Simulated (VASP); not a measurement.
VASP runs on PtF2 (space group P-3m1) share one base input (PBE GGA, plane waves, VASP's PBE PAW potentials (set 64)) and change the settings named in each case.

**INCAR**
```
LWAVE = .False.
ALGO = Normal
EDIFF = 1E-6   # SCF stop (eV)
ISIF = 2
LASPH = .True.   # aspherical one-centre terms
GGA = PE
SIGMA = 0.1
PREC = Accurate
SYSTEM = PtF2
ENCUT = 400   # plane-wave cut-off (eV)
LMAXMIX = 6
NELM = 100   # most electronic steps
LREAL = .False.   # projection in real space or not
LCHARG = .False.
ISMEAR = 0   # Gaussian
```

File KPOINTS:
```
Regular mesh
0
G
  9 9 5
0 0 0
```

**POSCAR**
```
PtF2
1
    2.7547410000     0.0000000000     0.0000000000
   -1.3773710000     2.3856760000     0.0000000000
    0.0000000000     0.0000000000     4.4439690000
Pt F
1 2
Direct
  0.0000000000   0.0000000000   0.0000000000
  0.3333330000   0.6666670000   0.2520000000
  0.6666670000   0.3333330000   0.7480000000
```

POTCAR, in this order: Pt F (PBE.64 set). Program: vasp_std.

| change | E(σ→0) (eV/atom) | pressure (GPa) | largest force (eV/Å) | −TS (eV) |
|---|---|---|---|---|
| base run | -1.8850 | 128.74 | 9.156 | -0.0206 |
| GGA removed, POTCAR Pt F (LDA.64 set) | -3.0415 | 109.28 | 8.207 | -0.0201 |
| GGA_COMPAT = .FALSE., LNONCOLLINEAR = .TRUE., LSORBIT = .TRUE., MAGMOM = 0.0 0.0 0.0 0.0 0.0 0.0 0.0 0.0 0.0, program vasp_ncl | -2.0246 | (withheld) | (withheld) | (withheld) |
| KPOINTS 1×1×1 Γ-centred mesh | -2.0351 | 95.92 | 5.470 | -0.1491 |

Question: Complete the blanks.

Answer: 
- GGA_COMPAT = .FALSE., LNONCOLLINEAR = .TRUE., LSORBIT = .TRUE., MAGMOM = 0.0 0.0 0.0 0.0 0.0 0.0 0.0 0.0 0.0, program vasp_ncl, pressure (GPa): 129.51
- GGA_COMPAT = .FALSE., LNONCOLLINEAR = .TRUE., LSORBIT = .TRUE., MAGMOM = 0.0 0.0 0.0 0.0 0.0 0.0 0.0 0.0 0.0, program vasp_ncl, largest force (eV/Å): 9.380
- GGA_COMPAT = .FALSE., LNONCOLLINEAR = .TRUE., LSORBIT = .TRUE., MAGMOM = 0.0 0.0 0.0 0.0 0.0 0.0 0.0 0.0 0.0, program vasp_ncl, −TS (eV): -0.0198

Energies of different potentials or functionals have different zeros.  Unless said otherwise, spin-orbit coupling is left out, though it shifts the bands of the heavy elements here. At 400 eV the pressure can carry a Pulay error.

Left out are runs that ran out of time, are held back, or changed the cell or the kind of run, fixed moments of cells without a moment, rows past the twelfth, gaps on odd meshes, pressures of charged cells and columns that move by less than the noise.

The structure was generated: PtF2 was put into an ordered model structure, which need not be its known phase. The cell was not relaxed at this level, forces remain on its atoms.
